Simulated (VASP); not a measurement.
# Cu3Pd: accuracy against cost in the SCF threshold and k-mesh

A convergence test on Cu3Pd: the SCF threshold and k-mesh. The atoms are off their equilibrium sites, so that forces can be compared too. The series runs use PBEsol. The SCF threshold tried: EDIFF = 0.01; EDIFF = 0.001; EDIFF = 1E-04; EDIFF = 1E-05; EDIFF = 1E-06; EDIFF = 1E-08. The k-mesh tried: 2 2 2; 3 3 3; 4 4 4; 5 5 5; 7 7 7; 9 9 9; 11 11 11. The atoms of the start are displaced at random from the sites of a Pm-3m cell.

Main program and level: VASP 6.6.1; PBEsol; plane waves and PAW (Cu, Pd).

Most raw output is cut from this account.

The database entry behind the starting cell is an old determination (1931), so it need not match the best structure at ambient conditions.

## (1) The starting structure

It takes space group P1 (No. 1, triclinic). The conventional cell has a = 3.690 Å, b = 3.690 Å, c = 3.690 Å, α = 90.00°, β = 90.00°, γ = 90.00°. Nearest to Cu lie 4 Pd at 2.52 to 2.70 Å and 8 Cu at 2.57 to 2.65 Å. Nearest to Cu lie 8 Cu at 2.58 to 2.64 Å and 4 Pd at 2.58 to 2.64 Å. Nearest to Cu lie 4 Pd at 2.55 to 2.67 Å and 8 Cu at 2.57 to 2.65 Å. Nearest to Pd lie 12 Cu at 2.52 to 2.70 Å. Farther neighbours are not listed.

Coordinates:

```cif
data_structure
_symmetry_space_group_name_H-M 'P1'
_symmetry_Int_Tables_number 1
_cell_length_a 3.6900
_cell_length_b 3.6900
_cell_length_c 3.6900
_cell_angle_alpha 90.000
_cell_angle_beta 90.000
_cell_angle_gamma 90.000
_cell_volume 50.24
loop_
_atom_site_label
_atom_site_type_symbol
_atom_site_symmetry_multiplicity
_atom_site_Wyckoff_symbol
_atom_site_fract_x
_atom_site_fract_y
_atom_site_fract_z
_atom_site_occupancy
Cu1 Cu 1 a 0.99601 0.50806 0.50156 1
Cu2 Cu 1 a 0.50065 0.00391 0.50011 1
Cu3 Cu 1 a 0.48824 0.49684 0.99479 1
Pd1 Pd 1 a 0.99401 0.98020 0.99675 1
```

## (2) SCF threshold: EDIFF = 0.01

EDIFF stops the electronic loop; forces need it tighter than energies do. PBEsol restores the gradient expansion of exchange and is tuned for the cells of solids.

File INCAR:

```
SYSTEM = Cu3Pd
PREC = Accurate
ENCUT = 400
EDIFF = 0.01
NELM = 100
ISMEAR = -1
SIGMA = 0.05
LREAL = .FALSE.
ALGO = Normal
GGA = PS
NBANDS = 27
LASPH = .TRUE.
LORBIT = 11
LWAVE = .FALSE.
LCHARG = .FALSE.
KPAR = 4
ISIF = 2
```

File POSCAR:

```
Cu3Pd
1.0
    3.6900000000      0.0000000000      0.0000000000
    0.0000000000      3.6900000000      0.0000000000
    0.0000000000      0.0000000000      3.6900000000
Cu Pd
3 1
Direct
   -0.0039850000      0.5080550000      0.5015630000
    0.5006490000      0.0039140000      0.5001100000
    0.4882410000      0.4968450000     -0.0052090000
   -0.0059900000     -0.0198010000     -0.0032460000
```

File KPOINTS:

```
Automatic mesh
0
Gamma
7 7 7
0 0 0
```

PAW data sets: Cu and Pd (PBE family, release 64).

Started as:

```sh
$ mpirun -np 4 vasp_std
```

It took 23 s on 4 MPI ranks of Intel Xeon Platinum 8488C (Sapphire Rapids), shared host; peak memory 0.96 GiB; 87 s of CPU time.

This run has no spin polarisation. Its electron count is odd, so without a moment it is a metal by construction. The k-mesh is coarse for a metal. The PAW data sets were made with PBE, which is usual practice but a small mismatch for other functionals.

This step gave:

```yaml
scf_cycles: 10
electrons: 43
bands: 27
irreducible_k_points: 172
symmetry_operations: 1
free_energy_toten: -19.23 eV
energy_at_zero_smearing: -19.22 eV
fermi_energy: 7.941 eV
pressure: -26.30 GPa
metallic: yes
```

The series starts at -4.8050 eV an atom and -26.30 GPa, after 10 cycles in 23 s.

## (3) SCF threshold: EDIFF = 0.001

Changes to INCAR since step 2:

```diff
@@ -3,3 +3,3 @@
 ENCUT = 400
-EDIFF = 0.01
+EDIFF = 0.001
 NELM = 100
```

POSCAR is that of step 2.

KPOINTS is that of step 2.

Started as:

```sh
$ mpirun -np 4 vasp_std
```

The job ended after 29 s (4 MPI ranks; peak memory 0.96 GiB; 1.8 min of CPU time).

Against the run before the energy moves by +0.46 meV an atom and the pressure by +26.65 GPa, after 12 cycles in 29 s.

## (4) SCF threshold: EDIFF = 1E-04

Changes to INCAR since step 3:

```diff
@@ -3,3 +3,3 @@
 ENCUT = 400
-EDIFF = 0.001
+EDIFF = 1E-04
 NELM = 100
```

POSCAR is that of step 3.

KPOINTS is that of step 3.

Started as:

```sh
$ mpirun -np 4 vasp_std
```

It took 32 s on 4 MPI ranks; peak memory 0.95 GiB; 2 min of CPU time.

Against the run before the energy moves by -0.01 meV an atom and the pressure by -4.70 GPa, after 13 cycles in 32 s.

## (5) SCF threshold: EDIFF = 1E-05

Changes to INCAR since step 4:

```diff
@@ -3,3 +3,3 @@
 ENCUT = 400
-EDIFF = 1E-04
+EDIFF = 1E-05
 NELM = 100
```

POSCAR is that of step 4.

KPOINTS is that of step 4.

Started as:

```sh
$ mpirun -np 4 vasp_std
```

Run time: 34 s. Hardware: 4 MPI ranks; peak memory 0.96 GiB.

Against the run before the energy stays within 0.01 meV an atom; the pressure moves by -0.11 GPa, after 14 cycles in 34 s.

## (6) SCF threshold: EDIFF = 1E-06

Changes to INCAR since step 5:

```diff
@@ -3,3 +3,3 @@
 ENCUT = 400
-EDIFF = 1E-05
+EDIFF = 1E-06
 NELM = 100
```

POSCAR is that of step 5.

KPOINTS is that of step 5.

Started as:

```sh
$ mpirun -np 4 vasp_std
```

The job ended after 28 s (4 MPI ranks; peak memory 0.96 GiB).

Against the run before the energy stays within 0.01 meV an atom; the pressure moves by +0.24 GPa, after 16 cycles in 28 s.

## (7) SCF threshold: EDIFF = 1E-08

Changes to INCAR since step 6:

```diff
@@ -3,3 +3,3 @@
 ENCUT = 400
-EDIFF = 1E-06
+EDIFF = 1E-08
 NELM = 100
```

POSCAR is that of step 6.

KPOINTS is that of step 6.

Started as:

```sh
$ mpirun -np 4 vasp_std
```

The job ended after 44 s (4 MPI ranks; peak memory 0.98 GiB).

Against the run before the energy stays within 0.01 meV an atom; the pressure moves by -0.19 GPa, after 20 cycles in 44 s.

## (8) The SCF threshold series as a table

This step: convergence of PBEsol results with the threshold; plane waves and PAW (VASP 6.6.1).

No new run; the numbers come from the runs before.

Differences are taken from the run with EDIFF = 1E-08. Results of the series, by row:

| setting | status | energy less the reference (meV/atom) | pressure (GPa) | largest force difference (meV/Å) | SCF cycles | wall time (s) |
| --- | --- | --- | --- | --- | --- | --- |
| EDIFF = 0.01 | converged | -0.4517 | -26.3 | 13.07 | 10 | 23 |
| EDIFF = 0.001 | converged | 0.01275 | 0.3435 | 2.894 | 12 | 29 |
| EDIFF = 1E-04 | converged | 0.007298 | -4.36 | 1.197 | 13 | 32 |
| EDIFF = 1E-05 | converged | 0.003628 | -4.469 | 0.955 | 14 | 34 |
| EDIFF = 1E-06 | converged | 4.83e-4 | -4.224 | 0.167 | 16 | 28 |
| EDIFF = 1E-08 | converged | 0 | -4.415 | 0 | 20 | 44 |

## (9) K-mesh: 2 2 2

This step: PBEsol; plane waves and PAW (Cu, Pd) (VASP 6.6.1).

The sum over the zone converges with the mesh, fast for insulators and slowly for metals.

Changes to INCAR since step 7:

```diff
@@ -3,3 +3,3 @@
 ENCUT = 400
-EDIFF = 1E-08
+EDIFF = 1E-06
 NELM = 100
@@ -15,3 +15,3 @@
 LCHARG = .FALSE.
-KPAR = 4
+NCORE = 4
 ISIF = 2
```

POSCAR is that of step 7.

File KPOINTS:

```
Automatic mesh
0
Gamma
2 2 2
0 0 0
```

Started as:

```sh
$ mpirun -np 4 vasp_std
```

The job ended after 6.4 s (4 MPI ranks; peak memory 0.4 GiB; 21 s of CPU time).

Numbers from this step:

| Quantity | Value |
| --- | --- |
| SCF cycles | 17 |
| irreducible k-points | 8 |
| free energy (TOTEN) | -18.38 eV |
| energy at zero smearing | -18.34 eV |
| Fermi energy | 7.756 eV |
| pressure | -2.920 GPa |

The series starts at -4.5860 eV an atom and -2.92 GPa, after 17 cycles in 6.4 s.

## (10) K-mesh: 3 3 3

Changes to INCAR since step 9:

```diff
@@ -15,3 +15,4 @@
 LCHARG = .FALSE.
-NCORE = 4
+KPAR = 2
+NCORE = 2
 ISIF = 2
```

POSCAR is that of step 9.

File KPOINTS:

```
Automatic mesh
0
Gamma
3 3 3
0 0 0
```

Started as:

```sh
$ mpirun -np 4 vasp_std
```

The job ended after 6.4 s (4 MPI ranks; peak memory 0.5 GiB).

Against the run before the energy moves by -203.34 meV an atom and the pressure by -1.14 GPa, after 16 cycles in 6.4 s.

## (11) K-mesh: 4 4 4

Changes to INCAR since step 10:

```diff
@@ -15,4 +15,3 @@
 LCHARG = .FALSE.
-KPAR = 2
-NCORE = 2
+KPAR = 4
 ISIF = 2
```

POSCAR is that of step 10.

File KPOINTS:

```
Automatic mesh
0
Gamma
4 4 4
0 0 0
```

Started as:

```sh
$ mpirun -np 4 vasp_std
```

The job ended after 11 s (4 MPI ranks; peak memory 0.6 GiB).

Against the run before the energy moves by -19.02 meV an atom and the pressure by -0.85 GPa, after 15 cycles in 11 s.

## (12) K-mesh: 5 5 5

INCAR is that of step 11.

POSCAR is that of step 11.

File KPOINTS:

```
Automatic mesh
0
Gamma
5 5 5
0 0 0
```

Started as:

```sh
$ mpirun -np 4 vasp_std
```

Run time: 16 s. Hardware: 4 MPI ranks; peak memory 0.67 GiB; 61 s of CPU time.

Against the run before the energy moves by -1.86 meV an atom and the pressure by +0.88 GPa, after 15 cycles in 16 s.

## (13) K-mesh: 7 7 7

INCAR is that of step 12.

POSCAR is that of step 12.

File KPOINTS:

```
Automatic mesh
0
Gamma
7 7 7
0 0 0
```

Started as:

```sh
$ mpirun -np 4 vasp_std
```

It took 40 s on 4 MPI ranks; peak memory 0.96 GiB; 2.6 min of CPU time.

Against the run before the energy moves by +5.67 meV an atom and the pressure by -0.20 GPa, after 16 cycles in 40 s.

## (14) K-mesh: 9 9 9

INCAR is that of step 13.

POSCAR is that of step 13.

File KPOINTS:

```
Automatic mesh
0
Gamma
9 9 9
0 0 0
```

Started as:

```sh
$ mpirun -np 4 vasp_std
```

The job ended after 69 s (4 MPI ranks; peak memory 1.5 GiB; 4.5 min of CPU time).

Against the run before the energy moves by +0.14 meV an atom and the pressure by +0.01 GPa, after 16 cycles in 69 s.

## (15) K-mesh: 11 11 11

INCAR is that of step 14.

POSCAR is that of step 14.

File KPOINTS:

```
Automatic mesh
0
Gamma
11 11 11
0 0 0
```

Started as:

```sh
$ mpirun -np 4 vasp_std
```

It took 2 min on 4 MPI ranks; peak memory 2.4 GiB.

Against the run before the energy moves by -0.12 meV an atom and the pressure by -0.08 GPa, after 16 cycles in 2 min.

## (16) The k-mesh series as a table

This step: convergence of PBEsol results with the mesh; plane waves and PAW (VASP 6.6.1).

This step runs nothing: it gathers the runs above.

Differences are taken from the run with 11 11 11. Results of the series, by row:

| setting | status | energy less the reference (meV/atom) | pressure (GPa) | largest force difference (meV/Å) | SCF cycles | wall time (s) |
| --- | --- | --- | --- | --- | --- | --- |
| 2 2 2 | converged | 218.5 | -2.92 | 66.7 | 17 | 6.4 |
| 3 3 3 | converged | 15.19 | -4.056 | 20.76 | 16 | 6.4 |
| 4 4 4 | converged | -3.831 | -4.905 | 39.86 | 15 | 11.2 |
| 5 5 5 | converged | -5.689 | -4.021 | 4.032 | 15 | 16.2 |
| 7 7 7 | converged | -0.02271 | -4.224 | 1.283 | 16 | 40 |
| 9 9 9 | converged | 0.1206 | -4.219 | 2.526 | 16 | 69 |
| 11 11 11 | converged | 0 | -4.303 | 0 | 16 | 123 |

## (17) Summary of results

```yaml
scf_threshold_from_which_the_energy_stays_within_10_mev_atom_of_the_reference: EDIFF = 0.01
scf_threshold_from_which_the_energy_stays_within_1_mev_atom_of_the_reference: EDIFF = 0.01
scf_threshold_from_which_the_pressure_stays_within_0p2_gpa_of_the_reference: EDIFF = 1E-04
spread_of_the_pressure_over_the_scf_threshold: 26.6 GPa
spread_of_the_energy_over_the_scf_threshold: 0.464 meV/atom
k_mesh_from_which_the_energy_stays_within_10_mev_atom_of_the_reference: 4 4 4
k_mesh_from_which_the_energy_stays_within_1_mev_atom_of_the_reference: 7 7 7
k_mesh_from_which_the_pressure_stays_within_0p2_gpa_of_the_reference: 7 7 7
spread_of_the_pressure_over_the_k_mesh: 1.98 GPa
spread_of_the_energy_over_the_k_mesh: 224 meV/atom
```

**Reading.** From EDIFF = 0.01 on, the energy stays within 1 meV an atom of the reference, at 52 % of its time. The pressure holds within 0.2 GPa from EDIFF = 1E-04 on. The loosest stop saves 10 of 20 cycles and costs -0.5 meV an atom, -21.89 GPa, 13.1 meV/Å in forces. From 7 7 7 on, the energy stays within 1 meV an atom of the reference, at 33 % of its time. The pressure holds within 0.2 GPa from 7 7 7 on. The energy swings above and below the reference, since the sum over k-points is not variational. A metal's Fermi surface slows this convergence. Differences are taken from the run with 11 11 11, which is itself not the exact limit. The run at 2 2 2 is over 30 meV an atom or 2 GPa off and describes the material poorly.

[Lines on the potential files, build, host, timing and source positions are cut from VASP's logs without a mark.]

[Logs are printed without paths, hosts, clocks, repeated set-up lines and the standing remarks that a program may print on its own settings, such as how far it seeks lower states.]

[Hosts, paths, dates, database ids (printed as entryN), source tags and the programs' standing remarks are cut or masked in the printed files.]

[A measured line is paired with the nearest computed mode of its activity, which favours agreement.]
